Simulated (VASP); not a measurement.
Here is the system:

```xyz
9
Lattice="6.6948 0.0000 0.0000 -3.3474 5.7979 0.0000 0.0000 0.0000 2.8156" Properties=species:S:1:pos:R:3 pbc="T T T"
W      1.5777     0.0000     0.0000
W      5.9060     1.3664     2.8156
W      2.5585     4.4315     0.0000
W      3.8792     0.0000     1.4078
W     -1.9396     3.3595     1.4078
W      1.4078     2.4384     1.4078
N      6.6948     0.0000     1.4078
N      0.0000     3.8653     0.0000
N      3.3474     1.9326     0.0000
```

Calculation: PBEsol GGA, VASP's PBE PAW potentials (set 64) (plane waves; VASP). Settings: 520 eV cut-off, Gaussian smearing of 0.050 eV, potentials W_sv N.

**Question.** Give the energies of bands 44 to 57 at the high-symmetry points, in eV from the Fermi level.

**Answer.** 
```json
[
 {"band": "44", "Γ": "-1.24", "M": "-1.78", "K": "-1.83", "A": "-2.02", "L": "-2.78", "H": "-2.32"},
 {"band": "45", "Γ": "-1.05", "M": "-1.65", "K": "-1.83", "A": "-2.02", "L": "-2.02", "H": "-2.32"},
 {"band": "46", "Γ": "-1.05", "M": "-1.29", "K": "-1.17", "A": "-1.37", "L": "-1.82", "H": "-1.48"},
 {"band": "47", "Γ": "-0.81", "M": "-0.92", "K": "-1.17", "A": "-1.37", "L": "-1.29", "H": "-1.48"},
 {"band": "48", "Γ": "-0.81", "M": "-0.90", "K": "-0.88", "A": "-0.09", "L": "0.09", "H": "0.41"},
 {"band": "49", "Γ": "-0.59", "M": "-0.78", "K": "-0.88", "A": "0.25", "L": "0.38", "H": "0.41"},
 {"band": "50", "Γ": "-0.59", "M": "-0.52", "K": "-0.60", "A": "0.25", "L": "0.81", "H": "0.76"},
 {"band": "51", "Γ": "0.17", "M": "-0.41", "K": "-0.43", "A": "0.36", "L": "1.26", "H": "1.07"},
 {"band": "52", "Γ": "0.39", "M": "-0.14", "K": "0.29", "A": "0.99", "L": "1.49", "H": "1.07"},
 {"band": "53", "Γ": "0.39", "M": "0.08", "K": "0.41", "A": "0.99", "L": "1.52", "H": "1.53"},
 {"band": "54", "Γ": "1.26", "M": "0.68", "K": "0.41", "A": "1.98", "L": "2.07", "H": "1.84"},
 {"band": "55", "Γ": "1.30", "M": "1.16", "K": "0.56", "A": "1.98", "L": "2.40", "H": "2.84"},
 {"band": "56", "Γ": "1.58", "M": "1.30", "K": "1.61", "A": "2.86", "L": "2.91", "H": "3.00"},
 {"band": "57", "Γ": "1.59", "M": "1.73", "K": "1.61", "A": "3.29", "L": "2.97", "H": "3.00"}
]
```

It has no gap at this level: it comes out as a metal or semimetal.

The structure was generated: W2N was put into the Fe2P type (P-62m), which need not be its known phase. It was relaxed first, which changed the volume by -5 %. The electron count is odd and the run is not spin-polarised, which forces a metal.
